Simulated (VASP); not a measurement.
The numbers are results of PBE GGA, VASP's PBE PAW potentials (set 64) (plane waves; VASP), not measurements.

Input for VASP

### INCAR
```
! general
SYSTEM  = TiB2
PREC    = Accurate
ENCUT   = 520   ! plane-wave cut-off (eV)
LREAL   = .False.
LASPH   = .True.   ! aspherical one-centre terms

! electronic loop
EDIFF   = 1E-6
NELM    = 100
ALGO    = Normal
LMAXMIX = 4

! smearing
ISMEAR  = 1   ! Methfessel-Paxton
SIGMA   = 0.1

! functional
GGA     = PE   ! PBE

! ions
ISIF    = 2

! output
LWAVE   = .False.
LCHARG  = .False.
```

**POSCAR**
```
TiB2
1.0
  1.5453000000  -2.6765380000   0.0000000000
  1.5453000000   2.6765380000   0.0000000000
  0.0000000000   0.0000000000   3.2946000000
Ti B
1 2
Cart
  0.0000000000   0.0000000000   0.0000000000
  1.5453000000   0.8921811177   1.6473000000
  1.5453000000  -0.8921811177   1.6473000000
```

KPOINTS:
```
Automatic mesh
0
Gamma
10 10 8
0 0 0
```

POTCAR, in this order: Ti_sv B (PBE.64 set). Program: vasp_std.

Output

OUTCAR:
```
 ion  position               nearest neighbor table
   1  0.000  0.000  0.000-   2 2.43   3 2.43   2 2.43   3 2.43   3 2.43   3 2.43   2 2.43   2 2.43
                             3 2.43   3 2.43   2 2.43   2 2.43
   2  0.333  0.667  0.500-   3 1.78   3 1.78   3 1.78   1 2.43   1 2.43   1 2.43   1 2.43   1 2.43
                             1 2.43
   3  0.667  0.333  0.500-   2 1.78   2 1.78   2 1.78   1 2.43   1 2.43   1 2.43   1 2.43   1 2.43
                             1 2.43
  LATTYP: Found a hexagonal cell.
 ALAT       =     3.0905999022
 C/A-ratio  =     1.0660066344
 Subroutine PRICEL returns:
 Original cell was already a primitive cell.
 Subroutine GETGRP returns: Found 24 space group operations
The static configuration has the point symmetry D_6h.
The dynamic configuration has the point symmetry D_6h.
 Subroutine INISYM returns: Found 24 space group operations
 Subroutine IBZKPT returns following result:
 Found     70 irreducible k-points:

 Following reciprocal coordinates:
            Coordinates               Weight
  0.000000  0.000000  0.000000      1.000000
  0.100000 -0.000000  0.000000      6.000000
  0.200000 -0.000000  0.000000      6.000000
  0.300000  0.000000  0.000000      6.000000
  0.400000  0.000000  0.000000      6.000000
  0.500000  0.000000  0.000000      3.000000
  0.100000  0.100000  0.000000      6.000000
  0.200000  0.100000  0.000000     12.000000
  0.300000  0.100000  0.000000     12.000000
  0.400000  0.100000  0.000000     12.000000
  0.200000  0.200000  0.000000      6.000000
  0.300000  0.200000  0.000000     12.000000
  0.400000  0.200000  0.000000      6.000000
  0.300000  0.300000  0.000000      6.000000
  0.000000  0.000000  0.125000      2.000000
  0.100000 -0.000000  0.125000     12.000000
  0.200000 -0.000000  0.125000     12.000000
  0.300000  0.000000  0.125000     12.000000
  0.400000  0.000000  0.125000     12.000000
...
```

File OSZICAR:
```
       N       E                     dE             d eps       ncg     rms          rms(c)
DAV:   1     0.126109606955E+03    0.12611E+03   -0.93175E+03  1825   0.156E+03
DAV:   2    -0.192544933448E+02   -0.14536E+03   -0.14131E+03  1865   0.392E+02
DAV:   3    -0.290745695528E+02   -0.98201E+01   -0.97008E+01  2676   0.940E+01
DAV:   4    -0.294227260301E+02   -0.34816E+00   -0.34787E+00  2402   0.160E+01
DAV:   5    -0.294321473532E+02   -0.94213E-02   -0.94206E-02  2624   0.245E+00    0.155E+01
DAV:   6    -0.243505363657E+02    0.50816E+01   -0.28052E+01  2440   0.581E+01    0.372E+00
DAV:   7    -0.243599936818E+02   -0.94573E-02   -0.20383E+00  2079   0.167E+01    0.300E+00
DAV:   8    -0.243668524125E+02   -0.68587E-02   -0.22271E-01  2569   0.455E+00    0.887E-01
DAV:   9    -0.243554595675E+02    0.11393E-01   -0.10453E-01  2389   0.423E+00    0.308E-01
DAV:  10    -0.243544278564E+02    0.10317E-02   -0.60647E-03  2187   0.102E+00    0.605E-02
DAV:  11    -0.243544673530E+02   -0.39497E-04   -0.72439E-04  2717   0.330E-01    0.530E-02
DAV:  12    -0.243544397157E+02    0.27637E-04   -0.17752E-04  2495   0.178E-01    0.102E-02
DAV:  13    -0.243544392788E+02    0.43691E-06   -0.76685E-06  2200   0.323E-02
   1 F= -.24354439E+02 E0= -.24354003E+02  d E =-.130972E-02
```

**OUTCAR**
```
------------------------ aborting loop because EDIFF is reached ----------------------------------------
  FORCE on cell =-STRESS in cart. coord.  units (eV):
  Direction    XX          YY          ZZ          XY          YZ          ZX
  --------------------------------------------------------------------------------------
  Total       -2.4248622     -2.4248620     -1.9452485      0.0000000      0.0000000      0.0000000
  in kB     -142.5537828   -142.5537708   -114.3580549      0.0000000      0.0000000      0.0000000
  external PRESSURE =    -133.1552028 kB  Pullay stress =       0.0000000 kB
  volume of cell :       27.25
      direct lattice vectors                 reciprocal lattice vectors
     1.545300000 -2.676538000  0.000000000     0.323561768 -0.186808482  0.000000000
     1.545300000  2.676538000  0.000000000     0.323561768  0.186808482  0.000000000
     0.000000000  0.000000000  3.294600000     0.000000000  0.000000000  0.303526984
 POSITION                                       TOTAL-FORCE (eV/Angst)
 -----------------------------------------------------------------------------------
      0.00000      0.00000      0.00000         0.000000      0.000000     -0.000000
      1.54530      0.89218      1.64730         0.000000      0.000000     -0.000000
      1.54530     -0.89218      1.64730        -0.000000     -0.000000      0.000000
 -----------------------------------------------------------------------------------
    total drift:                               -0.000000      0.000000      0.000000
  FREE ENERGIE OF THE ION-ELECTRON SYSTEM (eV)
  ---------------------------------------------------
  free  energy   TOTEN  =       -24.3544392788 eV

  energy  without entropy=      -24.3531295568  energy(sigma->0) =      -24.35400270
```
(Selected blocks of OUTCAR.)

The compound is TiB2 in the AlB2 type structure. The cell was not relaxed at this level.
